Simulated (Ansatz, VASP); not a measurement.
# Cross-check of Ru between VASP and Ansatz, part 2 of 2

One calculation is typed for both programs; each brings its own data sets. How far apart do they land? The structure shown is the end of the Ansatz relaxation below.

VASP 6.6.1 and Ansatz 0.2.0.

So far. Step 3 (VASP: single point, PBEsol, pair 1): The run ends at a pressure of 1.98 GPa.

### Step 6. VASP: single point, PBEsol, pair 2

Level of this step: PBEsol; plane waves and PAW (Ru_pv) (VASP).

The same cell, functional, mesh and smearing now go to VASP, with its own data sets.

File INCAR:

```
SYSTEM = Ru
PREC = Accurate
ENCUT = 500
EDIFF = 1E-06
NELM = 120
ISMEAR = -1
SIGMA = 0.05
LREAL = .FALSE.
ALGO = Normal
GGA = PS
NBANDS = 20
LASPH = .TRUE.
LORBIT = 11
LWAVE = .FALSE.
LCHARG = .FALSE.
ISIF = 2
GGA_COMPAT = .FALSE.
KPAR = 2
```

File POSCAR:

```
Ru
1.0
    2.6896720000      0.0000000000      0.0000000000
   -1.3448360000      2.3293242798      0.0000000000
    0.0000000000      0.0000000000      4.2518980000
Ru
2
Direct
    0.3333333334      0.6666666668      0.7500000000
    0.6666666668      0.3333333334      0.2500000000
```

File KPOINTS:

```
Automatic mesh
0
Gamma
18 18 10
0 0 0
```

The projector-augmented-wave data sets are Ru_pv (PBE family, release 64).

The run is started by

```console
> mpirun -np 2 vasp_std
```

Numbers of over 12 decimals in the logs are rounded to 6 here.

The log of the run:

```text
[banner, memory and clock lines left out]
running    2 mpi-ranks, on    1 nodes
[...]
[... a notice as in an earlier step ...]

 LDA part: xc-table for (Slater+PW92), standard interpolation
 POSCAR, INCAR and KPOINTS ok, starting setup
[...]
entering main loop
       N       E                     dE             d eps       ncg     rms          rms(c)
DAV:   1     0.281361317818E+03    0.28136E+03   -0.17289E+04  8904   0.151E+03
DAV:   2    -0.160410008470E+02   -0.29740E+03   -0.28914E+03  9112   0.456E+02
DAV:   3    -0.218909538839E+02   -0.58500E+01   -0.58015E+01 10220   0.715E+01
DAV:   4    -0.219363150790E+02   -0.45361E-01   -0.45325E-01 11396   0.594E+00
[...]
DAV:  10    -0.203477090116E+02    0.19683E-04   -0.19609E-04 10076   0.144E-01    0.245E-02
DAV:  11    -0.203477112646E+02   -0.22530E-05   -0.40122E-06 10288   0.190E-02    0.210E-03
DAV:  12    -0.203477111958E+02    0.68846E-07   -0.38650E-07  6064   0.588E-03
   1 F= -.20347711E+02 E0= -.20340704E+02  d E =-.140137E-01
```

From OUTCAR (step 6):

```text
  Total       -0.0066891     -0.0066891     -0.0066882     -0.0000000      0.0000000      0.0000000
  in kB       -0.4023128     -0.4023128     -0.4022628     -0.0000000      0.0000000      0.0000000
  external PRESSURE =      -0.4022961 kB  Pullay stress =       0.0000000 kB

 POSITION                                       TOTAL-FORCE (eV/Angst)
 -----------------------------------------------------------------------------------
      0.00000      1.55288      3.18892         0.000000     -0.000000      0.000000
      1.34484      0.77644      1.06297        -0.000000      0.000000      0.000000
 -----------------------------------------------------------------------------------
    total drift:                               -0.000000     -0.000000      0.000000

  FREE ENERGIE OF THE ION-ELECTRON SYSTEM (eV)
  ---------------------------------------------------
  free  energy   TOTEN  =       -20.3477111958 eV

  energy  without entropy=      -20.3336975236  energy(sigma->0) =      -20.34070436

[... 1 part as in an earlier step ...]

[... 2 further parts left out ...]
[key lines of the parts left out:]
E-fermi :  13.0488
```

The run ends at a pressure of -0.04 GPa.

### Step 7. Side by side

What differs besides the data sets and the points named for the pairs above, as far as they apply: the data sets hold 32 valence electrons in Ansatz (on its PAW soft_1 files) and 28 in VASP. Total energies have different zeros and are not compared.

Both answers:

| quantity | Ansatz | VASP | difference |
| --- | --- | --- | --- |
| pressure (GPa) | 0.00 | -0.04 | +0.04 |

### Step 8. Ansatz: relaxation, PBEsol

This run makes the geometry at which the two programs are then compared. The cell compared in this pair holds 26.25 Å³, against 26.64 Å³ for the pair before.

The structure compared here is the end of the Ansatz relaxation.

File input.yaml:

```yaml
crystal:
  lattice:
    - [2.70984454, 0.0, 0.0]
    - [-1.35492227, 2.3467942119, 0.0]
    - [0.0, 0.0, 4.12434106]
  atoms:
    - { symbol: Ru, position: [0.3333333, 0.6666667, 0.75] }
    - { symbol: Ru, position: [0.6666667, 0.3333333, 0.25] }
kpoints:
  mp_grid: { grid: [18, 18, 10] }
scf:
  occupations: { method: fermi_dirac, width: 0.05 }
hamiltonian:
  xc: pbesol
  pseudopotentials: { kind: paw, azcp: { folder: soft_1 }, xc_functional: pbe }
basis:
  ecutwfc: 600
output:
  forces: true
  stress: true
  write_density: true
  write_potential: true
  elf: true
  volumetric_format: npy
relax:
  f_tol: 0.005
  max_steps: 70
  cell: { stress_tol: 0.02, p_target: 0, fix: [c, alpha, beta, gamma] }
```

The run is started by

```console
> ansatz run input.yaml --threads 4 --pin off --max-ram 10240MiB --backend cpu --events-out ev --progress --plain --runs-dir out
```

The log of the run:

```text
[...]
Crystal: 2 atoms, lattice volume = 26.229 Å³
Basis set: ecut = 600 eV, 905 PW (Γ), exchange–correlation on 48×48×72 points (8 copies of the dense FFT grid, shifted against one another)
Bands: 20, of which v1, the nominal top of the filled ones, is band 16 counted from 1 (15 counted from 0)
Symmetry: 8 space group operations
k-points: 546 of 3240
[...]
k-point 545: bands = [... 12 lower, 22.8922, 22.8922, 24.5915, 24.5915, 25.7755, 25.7755, 27.6191, 27.6191]
--- Relaxed structure (3 steps of the walk, 3 accepted, 1 SCFs on fresh bases) ---
[...]
cell:  # Å, volume = 26.2499 Å³
    - [2.710948, 0, 0]
    - [-1.355474, 2.347750, 0]
    - [0, 0, 4.12434106]
  atoms:
    - { symbol: Ru, position: [0.333333, 0.666667, 0.750000] }
    - { symbol: Ru, position: [0.666667, 0.333333, 0.25] }
[key lines of the parts left out:]
SCF converged after 8 iterations
Free energy (F): -11633.059061 eV
Fermi energy:    24.177100 eV
P = ⅓ Tr σ = 6.4556 GPa (64.556 kbar)
```

### Step 9. VASP: single point, PBEsol, pair 3

The same cell, functional, mesh and smearing now go to VASP, with its own data sets.

INCAR is that of step 6.

File POSCAR:

```
Ru
1.0
    2.7109477360      0.0000000000      0.0000000000
   -1.3554738680      2.3477496077      0.0000000000
    0.0000000000      0.0000000000      4.1243410600
Ru
2
Direct
    0.3333331756      0.6666665090      0.7500000000
    0.6666665090      0.3333331756      0.2500000000
```

KPOINTS is that of step 6.

The run is started by

```console
> mpirun -np 2 vasp_std
```

The log of the run:

```text
[... set-up lines as in an earlier step ...]
 entering main loop
       N       E                     dE             d eps       ncg     rms          rms(c)
DAV:   1     0.279825984324E+03    0.27983E+03   -0.17407E+04  8896   0.152E+03
DAV:   2    -0.160241497310E+02   -0.29585E+03   -0.28740E+03  9144   0.456E+02
DAV:   3    -0.218092106274E+02   -0.57851E+01   -0.57462E+01 10128   0.713E+01
DAV:   4    -0.218547889769E+02   -0.45578E-01   -0.45545E-01 11596   0.592E+00
[...]
DAV:  10    -0.203001010941E+02    0.15716E-04   -0.19397E-04 10056   0.143E-01    0.269E-02
DAV:  11    -0.203001027809E+02   -0.16868E-05   -0.66594E-06 10244   0.251E-02    0.235E-03
DAV:  12    -0.203001025529E+02    0.22808E-06   -0.36002E-07  6008   0.561E-03
   1 F= -.20300103E+02 E0= -.20293267E+02  d E =-.136705E-01
```

From OUTCAR (step 9):

```text
  Total       -0.0038163     -0.0038163      3.1700147      0.0000000      0.0000000     -0.0000000
  in kB       -0.2329285     -0.2329285    193.4836900      0.0000000      0.0000000     -0.0000000
  external PRESSURE =      64.3392777 kB  Pullay stress =       0.0000000 kB

 POSITION                                       TOTAL-FORCE (eV/Angst)
 -----------------------------------------------------------------------------------
     -0.00000      1.56517      3.09326        -0.000000      0.000000      0.000000
      1.35547      0.78258      1.03109         0.000000     -0.000000     -0.000000
 -----------------------------------------------------------------------------------
    total drift:                                0.000381      0.000660      0.000000

  FREE ENERGIE OF THE ION-ELECTRON SYSTEM (eV)
  ---------------------------------------------------
  free  energy   TOTEN  =       -20.3001025529 eV

  energy  without entropy=      -20.2864320497  energy(sigma->0) =      -20.29326730

[... 1 part as in an earlier step ...]

[... 2 further parts left out ...]
[key lines of the parts left out:]
E-fermi :  13.3440
```

The run ends at a pressure of 6.43 GPa.

### Step 10. Comparison

What differs besides the data sets and the points named for the pairs above, as far as they apply: the data sets hold 32 valence electrons in Ansatz (on its PAW soft_1 files) and 28 in VASP. Total energies have different zeros and are not compared.

The two programs side by side:

| quantity | Ansatz | VASP | difference |
| --- | --- | --- | --- |
| pressure (GPa) | 6.46 | 6.43 | +0.02 |

### Step 11. Results

```
difference in pressure (single point, PBEsol, pair 1) : 0.034 GPa
difference in pressure (single point, PBEsol, pair 2) : 0.040 GPa
difference in pressure (single point, PBEsol, pair 3) : 0.022 GPa
```

The difference in pressure is 0.040 GPa (single point, PBEsol, pair 2), within the 1 GPa picked in this series as the mark of a large difference. The data sets hold unlike numbers of valence electrons (32 in Ansatz and 28 in VASP), so part of the differences comes from the potentials. 4 further runs of this series are not shown here. Such differences can come from data sets, numerical settings and the points named under the comparisons, not from the functional's error against experiment.

[Lines on the potential files, build, host, timing and source positions are cut from VASP's logs without a mark.]

[Logs are printed without paths, hosts, clocks, repeated set-up lines and the standing remarks that a program may print on its own settings, such as how far it seeks lower states.]

[Hosts, paths, dates, database ids (printed as entryN), source tags and the programs' standing remarks are cut or masked in the printed files.]
